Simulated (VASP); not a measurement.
Output of a VASP run:

File OSZICAR:
```
       N       E                     dE             d eps       ncg     rms          rms(c)
DAV:   1    -0.514434008203E+03   -0.51443E+03   -0.22328E+01   712   0.125E+01    0.947E+00
DAV:   2    -0.514593856620E+03   -0.15985E+00   -0.72740E-01   840   0.145E+00    0.647E+00
DAV:   3    -0.514544116874E+03    0.49740E-01   -0.20993E-02   800   0.361E-01    0.377E+00
DAV:   4    -0.514523784923E+03    0.20332E-01   -0.16349E-02   784   0.238E-01    0.213E+00
DAV:   5    -0.514517794659E+03    0.59903E-02   -0.41949E-03   840   0.125E-01    0.118E+00
DAV:   6    -0.514515579542E+03    0.22151E-02   -0.85915E-04   832   0.695E-02    0.656E-01
DAV:   7    -0.514514829409E+03    0.75013E-03   -0.36004E-04   808   0.474E-02    0.363E-01
DAV:   8    -0.514514588970E+03    0.24044E-03   -0.10944E-04   816   0.257E-02    0.201E-01
DAV:   9    -0.514514512908E+03    0.76062E-04   -0.35297E-05   624   0.139E-02    0.111E-01
DAV:  10    -0.514514491720E+03    0.21188E-04   -0.15162E-05   412   0.931E-03    0.604E-02
DAV:  11    -0.514514487556E+03    0.41641E-05   -0.64794E-06   456   0.502E-03
   1 F= -.51451449E+03 E0= -.51451449E+03  d E =-.330929E-14  mag=     1.0000
```

File OUTCAR:
```
------------------------ aborting loop because EDIFF is reached ----------------------------------------
  volume of cell :      866.68
      direct lattice vectors                 reciprocal lattice vectors
     4.868317892 -8.432173817  0.000000000     0.102704879 -0.059296690  0.000000000
     4.868317892  8.432173817  0.000000000     0.102704879  0.059296690  0.000000000
     0.000000000  0.000000000 10.556283981     0.000000000  0.000000000  0.094730305
  FREE ENERGIE OF THE ION-ELECTRON SYSTEM (eV)
  ---------------------------------------------------
  free  energy   TOTEN  =      -514.5144875559 eV

  energy  without entropy=     -514.5144875559  energy(sigma->0) =     -514.51448756

  exchange ACFDT corr.  =         0.00000000  see jH, gK, PRB 81, 115126

 total charge

# of ion       s       p       d       tot
------------------------------------------
    1        1.018   1.391   0.383   2.792
    2        1.017   1.388   0.381   2.785
    3        1.017   1.384   0.379   2.780
    4        1.018   1.389   0.382   2.789
    5        1.018   1.391   0.383   2.792
    6        1.017   1.388   0.381   2.786
    7        1.018   1.385   0.379   2.782
    8        1.023   1.372   0.369   2.765
    9        1.018   1.388   0.381   2.788
   10        1.017   1.388   0.381   2.786
   11        1.018   1.390   0.382   2.790
   12        1.023   1.371   0.369   2.763
   13        1.018   1.391   0.383   2.793
   14        1.017   1.388   0.382   2.787
   15        1.018   1.384   0.379   2.780
   16        1.049   1.257   0.293   2.599
   17        1.041   1.283   0.320   2.643
   18        1.017   1.388   0.382   2.787
   19        1.022   1.389   0.383   2.795
   20        1.049   1.260   0.295   2.604
   21        1.018   1.391   0.383   2.792
   22        1.017   1.388   0.381   2.786
   23        1.018   1.385   0.379   2.781
   24        1.023   1.372   0.369   2.764
   25        1.018   1.390   0.382   2.790
   26        1.017   1.388   0.381   2.786
   27        1.018   1.394   0.383   2.795
   28        1.018   1.390   0.382   2.789
   29        1.018   1.391   0.383   2.793
   30        1.017   1.388   0.382   2.787
   31        1.018   1.385   0.379   2.781
   32        1.049   1.259   0.294   2.602
   33        1.018   1.391   0.383   2.793
   34        1.017   1.388   0.381   2.785
   35        1.018   1.384   0.379   2.781
   36        1.018   1.389   0.382   2.789
   37        1.242   2.426   0.000   3.669
   38        1.236   2.452   0.000   3.688
   39        1.236   2.448   0.000   3.684
   40        1.236   2.452   0.000   3.688
   41        1.242   2.427   0.000   3.669
   42        1.236   2.450   0.000   3.686
   43        1.236   2.449   0.000   3.685
   44        1.237   2.449   0.000   3.685
   45        1.237   2.449   0.000   3.686
   46        1.236   2.450   0.000   3.686
   47        1.236   2.452   0.000   3.688
   48        1.237   2.449   0.000   3.685
   49        1.242   2.427   0.000   3.669
   50        1.239   2.442   0.000   3.680
   51        1.236   2.448   0.000   3.685
   52        1.236   2.442   0.000   3.678
...
```
(Selected blocks of OUTCAR.)

### POSCAR
```
Ga36N35
1
    4.8683178924    -8.4321738171     0.0000000000
    4.8683178924     8.4321738171     0.0000000000
    0.0000000000     0.0000000000    10.5562839808
Ga N
36 35
Direct
  0.2207204735   0.1101181639   0.2493170195
  0.1111214803   0.2220427675   0.9995319480
  0.2218021431   0.1111386524   0.7499514403
  0.1098765470   0.2213754818   0.5011859608
  0.2208191137   0.4430804221   0.2493571399
  0.1112321631   0.5556168235   0.9995298651
  0.2216251074   0.4437582226   0.7502169415
  0.1116066030   0.5566297896   0.5012881957
  0.2222322333   0.7773569445   0.2494618874
  0.1113130828   0.8886710220   0.9995780020
  0.2222214575   0.7777306823   0.7506407320
  0.1115972137   0.8880527440   0.5010964202
  0.5564502636   0.1100962629   0.2493012319
  0.4443563682   0.2218398390   0.9995336299
  0.5560308579   0.1110534298   0.7499709835
  0.4436518996   0.2203926194   0.5003189435
  0.5555965169   0.4439623705   0.2423186580
  0.4443860379   0.5555188706   0.9995300921
  0.5555190435   0.4443137275   0.7512696643
  0.4430111867   0.5565673987   0.5009034423
  0.5564645879   0.7786466093   0.2493254387
  0.4442483119   0.8886417133   0.9995152478
  0.5560949997   0.7782102550   0.7502318724
  0.4430620775   0.8881029051   0.5011295379
  0.8888725197   0.1105949358   0.2493121904
  0.7777637198   0.2219606293   0.9995305403
  0.8888017507   0.1108447216   0.7506506311
  0.7783294492   0.2212876925   0.5010303545
  0.8895186869   0.4430457458   0.2493367919
  0.7780401320   0.5554064695   0.9995180404
  0.8886933056   0.4435993877   0.7500887547
  0.7797787350   0.5562161942   0.5006016813
  0.8894003859   0.7785261013   0.2493101825
  0.7778256857   0.8886317528   0.9995537245
  0.8888830220   0.7780205378   0.7501496943
  0.7781798135   0.8895952591   0.5011431975
  0.2230226671   0.1122503416   0.4381401111
  0.1111115772   0.2218238998   0.1879954961
  0.2230484671   0.1113104454   0.9382793283
  0.1109336095   0.2220750895   0.6886336629
  0.2228375992   0.4437369979   0.4382153021
  0.1111359200   0.5550822587   0.1881919941
  0.2230308980   0.4447434271   0.9384457593
  0.1110243492   0.5554132388   0.6886622437
  0.2220933711   0.7775551137   0.4380274627
  0.1110672348   0.8884899684   0.1881880384
  0.2222771096   0.7776627039   0.9384413114
  0.1110731550   0.8888576071   0.6884999927
  0.5560403721   0.1121540045   0.4380960306
  0.4445200483   0.2219287090   0.1901276588
  0.5551168433   0.1112628771   0.9382985359
  0.4450197320   0.2232704027   0.6870982814
  0.4445577889   0.5549616360   0.1902143329
  0.5556091647   0.4442949311   0.9393814282
  0.4448956171   0.5549253847   0.6875209726
  0.5558660832   0.7767201987   0.4381826346
  0.4445507811   0.8884569504   0.1882227338
  0.5551162603   0.7768455764   0.9384694038
  0.4444737273   0.8887807063   0.6885339892
  0.8888008181   0.1106866253   0.4379509001
  0.7777834360   0.2217399220   0.1880060666
  0.8888927711   0.1108636795   0.9384671089
  0.7777842227   0.2219139513   0.6885290496
  0.8876286366   0.4436425402   0.4381416573
  0.7775918457   0.5548610721   0.1901671614
  0.8886085024   0.4446355464   0.9383726350
  0.7766695504   0.5547919978   0.6873010733
  0.8874419275   0.7765928859   0.4381195801
  0.7778010609   0.8883334884   0.1880331083
  0.8886451947   0.7767450206   0.9384200745
  0.7777886822   0.8886986570   0.6886488022
```

Problem. Reconstruct the remaining input files.

Solution. One answer among several that fit: the input of the run itself, HSE06 screened hybrid, plane waves, VASP's PBE PAW potentials (set 64).

### INCAR
```
AEXX  =  0.25
ALGO  =  Normal
EDIFF  =  1E-5
ENCUT  =  400
GGA  =  PE
HFSCREEN  =  0.2
ISIF  =  0
ISMEAR  =  0
ISPIN  =  2
ISYM  =  0
LASPH  =  .True.
LCHARG  =  .False.
LHFCALC  =  .True.
LMAXMIX  =  4
LORBIT  =  10
LREAL  =  Auto
LWAVE  =  .False.
MAGMOM  =  71*0.0141
NELM  =  50
NELMIN  =  4
NUPDOWN  =  1
PREC  =  Normal
PRECFOCK  =  Fast
SIGMA  =  0.05
SYSTEM  =  Ga36N35
```

File KPOINTS:
```
K-points
0
gamma
1 1 1
0 0 0
```

POTCAR, in this order: Ga N (PBE.64 set). Program: vasp_gam. Read from the step before: WAVECAR.

The supercell is sampled at Γ alone, which is coarse: total energies, pressure and levels can be off, energies of defects by several tenths of an eV.

The cell is a supercell with a defect, built from GaN (wurtzite): vac_N. The cell's shape comes from a PBE relaxation.
